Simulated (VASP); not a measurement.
Input of a VASP 6.6.1 run:

Contents of INCAR:

```
SYSTEM = ZrZn
PREC = Accurate ; ENCUT = 520
EDIFF = 1E-6 ; ISMEAR = 0
SIGMA = 0.1 ; LREAL = .False.
LASPH = .True. ; NELM = 100
ALGO = Fast ; ISIF = 2
LWAVE = .False. ; LCHARG = .False.
GGA = CA ; NBANDS = 19
```

Contents of KPOINTS:

```
regular mesh
0
Gamma
  12 12 12
  0 0 0
```

POSCAR

```
ZrZn
1.0
    3.2600260790      0.0000000000      0.0000000000
    0.0000000000      3.2600260790      0.0000000000
    0.0000000000      0.0000000000      3.2600260790
Zr Zn
1 1
Direct
    0.5000000000      0.5000000000      0.5000000000
    0.0000000000      0.0000000000      0.0000000000
```

Potentials or basis: VASP PAW LDA potentials, release 64 (Zr_sv, Zn).

Launch:

```sh
$ cat potpaw_LDA.64/Zr_sv/POTCAR potpaw_LDA.64/Zn/POTCAR > POTCAR
$ mpirun -np 1 vasp_std > vasp.out
```

(1) Predict the band gap on the k mesh.

(2) What does it give for the pressure?

## Answers

(1) none (metal or under the smearing width).

(2) 0.4 GPa.
